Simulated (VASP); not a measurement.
Write the native input for VASP 6.6.1 that does the following.

```
Task                   : relaxation of cell and atoms
Functional             : PBEsol
Potentials or basis    : VASP PAW PBE potentials, release 64 (Zn)
Cutoff                 : 600 eV
k mesh                 : 18 × 18 × 8
Occupations            : methfessel-paxton, width 0.1 eV
Spin                   : no spin polarisation
Further INCAR settings : ALGO = Normal; EDIFF = 1e-07; IBRION = 2; EDIFFG = -0.005; NSW = 90; ISIF = 3
```

The structure of Zn lies in POSCAR:

```
Zn                                      
1.0
    2.5999646907      0.0000000000      0.0000000000
   -1.2999823453      2.2516354711      0.0000000000
    0.0000000000     -0.0000000000      4.8762965976
  Zn            
     2
Direct
     0.3333333332999970    0.6666666667000030    0.2500000000000000
     0.6666666667000030    0.3333333332999970    0.7500000000000000
```

One way to write it, as run:

INCAR

```
SYSTEM = Zn
PREC = Accurate
ENCUT = 600
EDIFF = 1E-7
ISMEAR = 1
SIGMA = 0.1
LREAL = .False.
LASPH = .True.
NELM = 80
ALGO = Normal
ISIF = 3
LWAVE = .False.
LCHARG = .False.
GGA = PS
IBRION = 2
NSW = 90
EDIFFG = -0.005
```

KPOINTS

```
Automatic mesh
0
Gamma
  18 18 8
  0 0 0
```

Potentials or basis: VASP PAW PBE potentials, release 64 (Zn).

Run with:

```sh
$ cat potpaw_PBE.64/Zn/POTCAR > POTCAR
$ mpirun -np 1 vasp_std > vasp.out
```

Results of the run:

| Item | Value |
| --- | --- |
| Pressure after relaxing | 0.0 GPa |
| Band gap on the k mesh | none (metal or under the smearing width) |

Caveat: the relaxation stopped at its first step, so nothing moved; the PAW data sets were made with another functional, which shifts forces and pressure a little.

Wall time 72 s on 1 thread of AMD EPYC 9R45 96-Core Processor (Zen 5), on a shared host, peak memory 0.19 GiB.
